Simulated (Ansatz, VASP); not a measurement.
# ZrB2: VASP beside Ansatz, part 2 of 2

One calculation is typed for both programs; each brings its own data sets. How far apart do they land? The cell is taken from a series of runs on this material, whose earlier steps may have relaxed, scaled, displaced or heated it; both programs get it as it stands.

VASP 6.6.1 and Ansatz 0.2.0.

So far: The starting structure; VASP: zone-centre phonons, PBEsol.

### Step 3. Ansatz: zone-centre phonons, PBEsol

Level of this step: Ansatz beside VASP: Kohn-Sham DFT, plane waves, PBEsol (Ansatz).

Ansatz runs on its PAW soft_1 files.

The same cell, functional, mesh and smearing now go to Ansatz, which takes its cutoff from its data sets.

Contents of input.yaml:

```yaml
crystal:
  lattice:
    - [3.1827419487, 0.0, 0.0]
    - [-1.5913709743, 2.7563353813, 0.0]
    - [0.0, 0.0, 3.3671382702]
  atoms:
    - { symbol: B, position: [0.3333333333, 0.6666666667, 0.5] }
    - { symbol: B, position: [0.6666666667, 0.3333333333, 0.5] }
    - { symbol: Zr, position: [0.0, 0.0, 0.0] }
kpoints:
  mp_grid: { grid: [15, 15, 12] }
hamiltonian:
  xc: pbesol
  pseudopotentials: { kind: paw, azcp: { folder: soft_1 }, xc_functional: pbe }
scf:
  occupations: { method: methfessel_paxton, width: 0.2 }
output:
  eigenvalues: true
phonons:
  method: dfpt
```

Launch:

```console
$ ansatz run input.yaml --threads 4 --pin off --max-ram 10240MiB --backend cpu --events-out ev --progress --plain --runs-dir out
```

Numbers of over 12 decimals in the logs are rounded to 6 here.

What it wrote:

```text
zone centre: on kpoints.mp_grid the ground state, and the responses unless they are solved on pairs of k-points, stand on 448 of the mesh's 2700 k-points, reduced under 4 symmetry operations, with k and −k counted as one. Each operation leaves every solved displacement unchanged or reverses it
Engine: ansatz 0.2.0, x86_64-unknown-linux-gnu
Pseudopotentials: kind: paw
Pseudopotential: B, paw, valence charge 3, recommended cutoff 420 eV (normal), soft_1/B.paw.azcp
Pseudopotential: Zr, paw, valence charge 12, recommended cutoff 420 eV (normal), soft_1/Zr.paw.azcp
Functional definition: PBEsol
  exchange = pbesol_x
  correlation = pbesol_c
Crystal: 3 atoms, lattice volume = 29.539 Å³
Basis set: ecut = 420 eV, 575 PW (Γ), exchange–correlation on 48×48×48 points (8 copies of the dense FFT grid, shifted against one another)
Bands: 13, of which v1, the nominal top of the filled ones, is band 9 counted from 1 (8 counted from 0)
Symmetry: 24 space group operations
k-points: 448 of 2700 (irreducible under 4 space group operations, time reversal used)
Non-local potential: B, projectors of the file, l = 0: 2, l = 1: 2, l = 2: 1
Non-local potential: Zr, projectors of the file, l = 0: 3, l = 1: 2, l = 2: 2, l = 3: 1
PAW form: soft (Blöchl's): semilocal exchange-correlation on the pseudo side does not see the compensation charge
PAW frozen core: B, regenerated for the run's functional, and the local potential with it (the file was generated under x = pbe(κ = 0.804, μ = 0.219515), c = pbe(β = 0.066725))
PAW frozen core: Zr, regenerated for the run's functional, and the local potential with it (the file was generated under x = pbe(κ = 0.804, μ = 0.219515), c = pbe(β = 0.066725))
PAW one-centre angular grid: B, 110 points (default); XC on 64 Gauss nodes
PAW one-centre angular grid: Zr, 590 points (default); XC on 64 Gauss nodes
Initial density: superposition of atomic densities (chi_scale 0.1, normalization cell, long waves kept (reshape's long-wave potential 0.00 eV rms))
Initial wavefunctions: pseudopotential atomic-orbital guess
Functional: x = pbesol(κ = 0.804, μ = 0.123457), c = pbesol(β = 0.046)
SCF iter   1: F=—  HF=-4437.634750 eV  |F-HF|=—  |Δ(HF+E_count)|=         —  Δρ=5.34e-2  dr2=1.52e0  ethr=3.10e-3  ⟨swp⟩=4.9  Hψ=28186  notcnv=0
preconditioner: auto → none  [metal: Δε(μ)=0.044 eV  Ē_g=17.150 eV  σ=0.200 eV  W_gap=0.18  n_scr=8 (ndim 8)  ℏωp=27.3 eV  f_vac=0.000  D(μ)=0.26/eV (n_scr^D=0)  sad-step TF]
SCF iter   2: F=—  HF=-4437.281418 eV  |F-HF|=—  |Δ(HF+E_count)|=   3.53e-1  S|Δr|=    0.00e0  Δρ=2.68e-2  dr2=3.51e-1  ethr=3.10e-3  ⟨swp⟩=2.0  Hψ=11214  notcnv=0
SCF iter   3: F=—  HF=-4437.178511 eV  |F-HF|=—  |Δ(HF+E_count)|=   1.03e-1  S|Δr|=    0.00e0  Δρ=2.06e-3  dr2=6.61e-4  ethr=1.95e-3  ⟨swp⟩=2.0  Hψ=9862  notcnv=0
SCF iter   4: F=—  HF=-4437.178984 eV  |F-HF|=—  |Δ(HF+E_count)|=   4.73e-4  S|Δr|=    0.00e0  Δρ=4.95e-4  dr2=8.43e-5  ethr=3.67e-6  ⟨swp⟩=2.0  Hψ=13073  notcnv=0
SCF iter   5: F=—  HF=-4437.178971 eV  |F-HF|=—  |Δ(HF+E_count)|=   1.28e-5  S|Δr|=    0.00e0  Δρ=5.18e-5  dr2=1.03e-6  ethr=4.68e-7  ⟨swp⟩=2.0  Hψ=9078  notcnv=0
SCF iter   6: F=—  HF=-4437.178971 eV  |F-HF|=—  |Δ(HF+E_count)|=   3.66e-7  S|Δr|=    0.00e0  Δρ=6.68e-6  dr2=1.31e-8  ethr=5.74e-9  ⟨swp⟩=2.0  Hψ=9833  notcnv=0
SCF iter   7: F=—  HF=-4437.178971 eV  |F-HF|=—  |Δ(HF+E_count)|=   3.70e-9  S|Δr|=    0.00e0  Δρ=1.66e-6  dr2=3.47e-10  ethr=7.30e-11  ⟨swp⟩=2.0  Hψ=8118  notcnv=0
SCF iter   8: F=-4437.178971 eV  HF=-4437.178971 eV  |F-HF|=0.00e0  |Δ(HF+E_count)|=    0.00e0  S|Δr|=    0.00e0  Δρ=2.28e-7  dr2=5.09e-12  ethr=1.00e-12  ⟨swp⟩=5.7  Hψ=24505  notcnv=0
SCF 1 converged in 8 iterations: F = -4437.178971 eV  dr2 = 5.09e-12
  greatest PAW one-centre occupation: 0.996 electrons in one spin orbital (limit 2), on the Zr atom at site 2 (counted from 0), in its partial waves of l = 0
DFPT response loops at Γ: preconditioner auto → Kerker (q_TF=auto, 2.512 Å⁻¹) (partly filled bands, converged f_vac=0.000); β = 1.00, the filter's whole step (`scf.mixing.beta` (0.50) is not read by the response loops under this deck's `scf.mixing.preconditioner`; to damp them name `kerker` or `kerker_dos`, under which they read `scf.mixing.beta`, and type it under 1.00, their step now; both keys bind the ground state too); Broyden in place of MSR1
SCF converged after 8 iterations
Stability not checked: this state was not tested for a lower state beside it, because cold or Methfessel-Paxton smearing, or corrected tetrahedra, fill the levels in a way that the test cannot read (fill_not_monotonic; see scf.lower_state_search)
Free energy (F): -4437.178971 eV
Harris-Foulkes:  -4437.178971 eV  (|F-HF|=0.00e0)
Internal energy: -4437.178883 eV  (E = F + TS)
E sigma→0 (E₀):  -4437.178949 eV
Entropy (-TS):   -0.000088 eV (-0.029 meV/atom)
Fermi energy:    16.339279 eV
--- Per-component energies (eV) ---
  E_band       = -14.226254
  E_kinetic    = 421.346695
  E_local      = -508.668440  (includes V_loc(G=0)·N_el)
  E_nonlocal   = 91.236233
  E_hartree    = 173.615034
  E_xc         = -222.658207
  E_vxc        = -264.425484  (∫ρ·V_xc dr)
  E_paw        = -3060.145489  (= ΣΔE_a)
  E_vpaw       = -100.945315  (= ΣTr[D̂ρ^β])
  E_aug_tail   = -0.000009  (compensation charges beyond the density's cutoff)
  E_ewald      = -1332.099842
  E_core_change = 0.195143  (= ΣΔE_core)
  E_smearing   = -0.000088  (= −TS)
  E_closure    = 0.000000  (closes the sum)
  Σ components = -4437.178971   (vs F -4437.178971, Δ=0.00e0)
--- Band table (eV; the first three rows and the last of 448) ---
  k-point 0: bands = [... 5 lower, 13.2568, 13.2568, 13.7420, 14.4658, 19.8959, 19.8959, 20.7523, 21.1749]
  k-point 1: bands = [... 5 lower, 13.1310, 13.3307, 13.3307, 15.0490, 19.1377, 19.1377, 20.7645, 20.9044]
  k-point 2: bands = [... 5 lower, 12.2153, 13.5502, 13.5502, 15.9163, 18.1276, 18.1276, 20.2026, 20.2026]
  k-point 447: bands = [... 5 lower, 9.1645, 11.7269, 12.6447, 13.6062, 20.4566, 20.9709, 21.4757, 22.9133]
--- Phonons (Γ-DFPT): 4 representative perturbations + reference, on 448 of 2700 k-points (Σ response iterations 12) ---
  k mesh reduced under 4 symmetry operations, with k and −k counted as one. Each operation leaves every solved displacement unchanged or reverses it
  ASR residual: 2.087e-4 → 0.000e0 eV/Å²; symmetrization residual: 4.824e-7 eV/Å²
  ASR residual per site (eV/Å²): 1.82e-5 1.82e-5 2.09e-4
  Γ frequencies (cm⁻¹): 0.00 0.00 0.00 490.72 490.72 520.81 577.35 742.60 742.60
  non-analytic LO–TO correction: not included (Born effective charges unavailable; polar crystals: no LO–TO splitting at Γ)
```

Reading the cycles: dr2 is the Hartree energy of the density residual (eV), the measure of convergence; HF is the Harris–Foulkes estimate of the energy, which meets the free energy F at convergence.

### Step 4. Side by side

Known differences besides the potentials themselves: the cutoff is 420 eV in Ansatz and 500 eV in VASP; Ansatz makes its cores anew for this functional, VASP keeps those of its PBE data sets. Total energies have different zeros and are not compared.

Both answers:

```tsv
quantity	Ansatz	VASP	difference
optical mode 1 to 2 (cm⁻¹)	490.7	491.4	-0.15 %
optical mode 3 (cm⁻¹)	520.8	522.3	-0.29 %
optical mode 4 (cm⁻¹)	577.4	577.8	-0.08 %
optical mode 5 to 6 (cm⁻¹)	742.6	745.2	-0.35 %
```

Modes are paired by rising frequency, not by their patterns, so a pair may set unlike modes beside each other; they are those without the splitting of longitudinal modes.

### Step 5. What came out

```yaml
r_m_s_difference_of_the_optical_zone_centre_modes_each_program_s_sorted_by_frequency_zone_centre_phonons_pbesol: 1.7 cm⁻¹
```

The r.m.s. difference of the optical zone-centre modes, each program's sorted by frequency is 1.7 cm⁻¹ (zone-centre phonons, PBEsol). Such differences can come from data sets, numerical settings and the points named under the comparisons, not from the functional's error against experiment.

[Lines on the potential files, build, host, timing and source positions are cut from VASP's logs without a mark.]

[Logs are printed without paths, hosts, clocks, repeated set-up lines and the standing remarks that a program may print on its own settings, such as how far it seeks lower states.]

[Hosts, paths, dates, database ids (printed as entryN), source tags and the programs' standing remarks are cut or masked in the printed files.]
